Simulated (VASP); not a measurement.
Computed with PBE GGA, VASP's PBE PAW potentials (set 64) (plane waves; VASP).

The input files of a VASP run:

**KPOINTS**
```
Automatic mesh
0
Gamma
5 5 1
0 0 0
```

File POSCAR:
```
Pt16Cl
1
    5.6097938055     0.0000000000     0.0000000000
    0.0000000000     5.6097938055     0.0000000000
    0.0000000000     0.0000000000    20.1169541758
Pt Cl
16 1
Direct
  0.2495972318   0.2495972318   0.3552552493
  0.7504027682   0.2495972318   0.3552552493
  0.2495972318   0.7504027682   0.3552552493
  0.7504027682   0.7504027682   0.3552552493
  0.0000000000   0.0000000000   0.4506732281
  0.5000000000   0.0000000000   0.4515841996
  0.0000000000   0.5000000000   0.4515841996
  0.5000000000   0.5000000000   0.4505455816
  0.2480877078   0.2480877078   0.5486199158
  0.7519122922   0.2480877078   0.5486199158
  0.2480877078   0.7519122922   0.5486199158
  0.7519122922   0.7519122922   0.5486199158
  0.0000000000   0.0000000000   0.6526426725
  0.5000000000   0.0000000000   0.6430321785
  0.0000000000   0.5000000000   0.6430321785
  0.5000000000   0.5000000000   0.6441587847
  0.0000000000   0.0000000000   0.7648523164
```

**INCAR**
```
ALGO = Normal
DIPOL = 0.5 0.5 0.5
EDIFF = 1E-6
ENCUT = 400
GGA = PE
IDIPOL = 3
ISMEAR = 1
LASPH = .True.
LCHARG = .False.
LDIPOL = .True.
LMAXMIX = 6
LORBIT = 11
LREAL = .False.
LVHAR = .True.
LWAVE = .False.
NELM = 100
NELMIN = 4
PREC = Normal
SIGMA = 0.1
SYSTEM = Pt16Cl
```

POTCAR, in this order: Pt Cl (PBE.64 set). Program: vasp_std. Read from the step before: WAVECAR.

The run wrote:

File OUTCAR:
```
 ion  position               nearest neighbor table
   1  0.250  0.250  0.355-   5 2.76   8 2.76   7 2.77   6 2.77   2 2.80   3 2.80   2 2.81   3 2.81
  LATTYP: Found a simple tetragonal cell.
 ALAT       =     5.6097938055
 C/A-ratio  =     3.5860416395
 Subroutine PRICEL returns:
 Original cell was already a primitive cell.
 Subroutine GETGRP returns: Found  8 space group operations
The static configuration has the point symmetry C_4v.
The dynamic configuration has the point symmetry C_4v.
 Subroutine INISYM returns: Found  8 space group operations
 Subroutine IBZKPT returns following result:
 Found      6 irreducible k-points:

 Following reciprocal coordinates:
            Coordinates               Weight
  0.000000  0.000000  0.000000      1.000000
  0.200000  0.000000  0.000000      4.000000
  0.400000  0.000000  0.000000      4.000000
  0.200000  0.200000  0.000000      4.000000
  0.400000  0.200000  0.000000      8.000000
  0.400000  0.400000  0.000000      4.000000
   k-points           NKPTS =      6   k-points in BZ     NKDIM =      6   number of bands    NBANDS=    100
   number of dos      NEDOS =    301   number of ions     NIONS =     17
   total plane-waves  NPLWV =  76832
   dimension x,y,z NGX =    28 NGY =   28 NGZ =   98
   dimension x,y,z NGXF=    56 NGYF=   56 NGZF=  196
   ions per type =              16   1
   PREC   = normal    normal or accurate (medium, high low for compatibility)
   ISTART =      1    job   : 0-new  1-cont  2-samecut
   ICHARG =      0    charge: 1-file 2-atom 10-const
   ISPIN  =      1    spin polarized calculation?
   LNONCOLLINEAR =      F non collinear calculations
   LSORBIT =      F    spin-orbit coupling
   INIWAV =      1    electr: 0-lowe 1-rand  2-diag
   ENCUT  =  400.0 eV  29.40 Ry    5.42 a.u.   9.15  9.15 32.81*2*pi/ulx,y,z
   NELM   =    100;   NELMIN=  4; NELMDL=  0     # of ELM steps
   EDIFF  = 0.1E-05   stopping-criterion for ELM
   LREAL  =      F    real-space projection
   NLSPLINE    = F    spline interpolate recip. space projectors
...
```

File OSZICAR:
```
       N       E                     dE             d eps       ncg     rms          rms(c)
DAV:   1    -0.933841878799E+02   -0.93384E+02   -0.96585E-03  1700   0.445E-01    0.743E-01
DAV:   2    -0.942372285212E+02   -0.85304E+00   -0.18858E+00  1772   0.641E+00    0.928E+00
DAV:   3    -0.933788780727E+02    0.85835E+00   -0.13865E+00  1872   0.564E+00    0.488E-01
DAV:   4    -0.933793425171E+02   -0.46444E-03   -0.19894E-02  1320   0.487E-01    0.191E-01
DAV:   5    -0.933792586302E+02    0.83887E-04   -0.12878E-03  1416   0.148E-01    0.794E-02
DAV:   6    -0.933792163470E+02    0.42283E-04   -0.29533E-04  1364   0.910E-02    0.400E-02
DAV:   7    -0.933792107835E+02    0.55634E-05   -0.52225E-05  1336   0.353E-02    0.239E-02
DAV:   8    -0.933792081610E+02    0.26226E-05   -0.89424E-06  1312   0.140E-02    0.156E-02
DAV:   9    -0.933792068741E+02    0.12869E-05   -0.35284E-06   760   0.942E-03    0.888E-03
DAV:  10    -0.933792070679E+02   -0.19383E-06   -0.32901E-06   792   0.967E-03
   1 F= -.93379207E+02 E0= -.93375372E+02  d E =-.115050E-01
```

File OUTCAR:
```
------------------------ aborting loop because EDIFF is reached ----------------------------------------
  FORCE on cell =-STRESS in cart. coord.  units (eV):
  Direction    XX          YY          ZZ          XY          YZ          ZX
  --------------------------------------------------------------------------------------
  Total      -11.1335893    -11.1335893     -0.4082962      0.0000000      0.0000000      0.0000000
  in kB      -28.1766758    -28.1766758     -1.0333083      0.0000000      0.0000000      0.0000000
  external PRESSURE =     -19.1288866 kB  Pullay stress =       0.0000000 kB
  volume of cell :      633.08
      direct lattice vectors                 reciprocal lattice vectors
     5.609793805  0.000000000  0.000000000     0.178259671  0.000000000  0.000000000
     0.000000000  5.609793805  0.000000000     0.000000000  0.178259671  0.000000000
     0.000000000  0.000000000 20.116954176     0.000000000  0.000000000  0.049709314
 POSITION                                       TOTAL-FORCE (eV/Angst)
 -----------------------------------------------------------------------------------
      1.40019      1.40019      7.14665        -0.001524     -0.001524     -0.003837
      4.20960      1.40019      7.14665         0.001524     -0.001524     -0.003837
      1.40019      4.20960      7.14665        -0.001524      0.001524     -0.003837
      4.20960      4.20960      7.14665         0.001524      0.001524     -0.003837
      0.00000      0.00000      9.06617         0.000000      0.000000     -0.005619
      2.80490      0.00000      9.08450         0.000000      0.000000      0.009436
      0.00000      2.80490      9.08450         0.000000      0.000000      0.009436
      2.80490      2.80490      9.06360         0.000000      0.000000      0.022104
      1.39172      1.39172     11.03656        -0.000213     -0.000213      0.005464
      4.21807      1.39172     11.03656         0.000213     -0.000213      0.005464
      1.39172      4.21807     11.03656        -0.000213      0.000213      0.005464
      4.21807      4.21807     11.03656         0.000213      0.000213      0.005464
      0.00000      0.00000     13.12918         0.000000      0.000000      0.004727
      2.80490      0.00000     12.93585         0.000000      0.000000     -0.001898
      0.00000      2.80490     12.93585         0.000000      0.000000     -0.001898
      2.80490      2.80490     12.95851         0.000000      0.000000     -0.014285
      0.00000      0.00000     15.38650         0.000000      0.000000     -0.028511
 -----------------------------------------------------------------------------------
    total drift:                                0.000000      0.000000      0.001731
  FREE ENERGIE OF THE ION-ELECTRON SYSTEM (eV)
  ---------------------------------------------------
  free  energy   TOTEN  =       -93.3792070679 eV

  energy  without entropy=      -93.3677020205  energy(sigma->0) =      -93.37537205

 total charge

# of ion       s       p       d       tot
------------------------------------------
    1        0.617   0.397   8.037   9.051
    2        0.617   0.397   8.037   9.051
    3        0.617   0.397   8.037   9.051
    4        0.617   0.397   8.037   9.051
    5        0.625   0.591   8.015   9.231
    6        0.624   0.585   8.012   9.221
    7        0.624   0.585   8.012   9.221
    8        0.616   0.576   8.026   9.218
    9        0.621   0.581   8.017   9.220
   10        0.621   0.581   8.017   9.220
   11        0.621   0.581   8.017   9.220
   12        0.621   0.581   8.017   9.220
   13        0.625   0.509   7.986   9.120
   14        0.605   0.402   8.048   9.054
   15        0.605   0.402   8.048   9.054
   16        0.614   0.387   8.050   9.052
   17        1.607   3.426   0.000   5.033
--------------------------------------------------
tot         11.499  11.377 128.411 151.288
```
(Selected blocks of OUTCAR.)

The cell is a thin slab with vacuum, built from Pt (fcc): (100) face, Cl adsorbed.
